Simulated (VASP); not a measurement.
Input of a VASP 6.6.1 run:

INCAR

```
ALGO = Normal
EDIFF = 1E-5
ENCUT = 450
GGA = PS
ISIF = 2
ISMEAR = 0
ISPIN = 2
LASPH = True
LCHARG = False
LDAU = True
LDAUJ = 0 0 0
LDAUL = 2 -1 -1
LDAUPRINT = 1
LDAUTYPE = 2
LDAUU = 3 0 0
LMAXMIX = 4
LORBIT = 11
LREAL = Auto
LWAVE = False
MAGMOM = 0 0 0 0 0 0 0 0 0 0 0 0 0 0 0 0 0 0 0 0 0 0 0 0 0 0 0 0 0 0 0 0
NELECT = 138.0
NELM = 120
NUPDOWN = 0
PREC = Accurate
SIGMA = 0.03
```

The input KPOINTS:

```
k-points
0
Gamma
  3 3 2
```

File POSCAR:

```
Al15CrN16
1.0
    6.2200008610      0.0000000000      0.0000000000
   -3.1100004305      5.3866787572      0.0000000000
    0.0000000000      0.0000000000      9.9600000000
Cr Al N
1 15 16
Direct
    0.3333333333      0.1666666667      0.0000000000
    0.3333333333      0.1666666667      0.5000000000
    0.3333333333      0.6666666667      0.0000000000
    0.3333333333      0.6666666667      0.5000000000
    0.8333333333      0.1666666667      0.0000000000
    0.8333333333      0.1666666667      0.5000000000
    0.8333333333      0.6666666667      0.0000000000
    0.8333333333      0.6666666667      0.5000000000
    0.1666666667      0.3333333333      0.2500000000
    0.1666666667      0.3333333333      0.7500000000
    0.1666666667      0.8333333333      0.2500000000
    0.1666666667      0.8333333333      0.7500000000
    0.6666666667      0.3333333333      0.2500000000
    0.6666666667      0.3333333333      0.7500000000
    0.6666666667      0.8333333333      0.2500000000
    0.6666666667      0.8333333333      0.7500000000
    0.3333333333      0.1666666667      0.1910000000
    0.3333333333      0.1666666667      0.6910000000
    0.3333333333      0.6666666667      0.1910000000
    0.3333333333      0.6666666667      0.6910000000
    0.8333333333      0.1666666667      0.1910000000
    0.8333333333      0.1666666667      0.6910000000
    0.8333333333      0.6666666667      0.1910000000
    0.8333333333      0.6666666667      0.6910000000
    0.1666666667      0.3333333333      0.4410000000
    0.1666666667      0.3333333333      0.9410000000
    0.1666666667      0.8333333333      0.4410000000
    0.1666666667      0.8333333333      0.9410000000
    0.6666666667      0.3333333333      0.4410000000
    0.6666666667      0.3333333333      0.9410000000
    0.6666666667      0.8333333333      0.4410000000
    0.6666666667      0.8333333333      0.9410000000
```

Potentials or basis: VASP PAW PBE potentials, release 64 (Cr_pv, Al, N).

Run with:

```sh
$ cat potpaw_PBE.64/Cr_pv/POTCAR potpaw_PBE.64/Al/POTCAR potpaw_PBE.64/N/POTCAR > POTCAR
$ mpirun -np 1 vasp_std > vasp.out
```

(1) Estimate the largest force.

Answers

(1) 2.879 eV/Å.

Caveat: the k mesh is coarse (spacing up to 0.39 Å⁻¹), so the values aren't converged; the PAW data sets were made with another functional, which shifts forces and pressure a little; the total moment is fixed, so each spin has its own Fermi level.
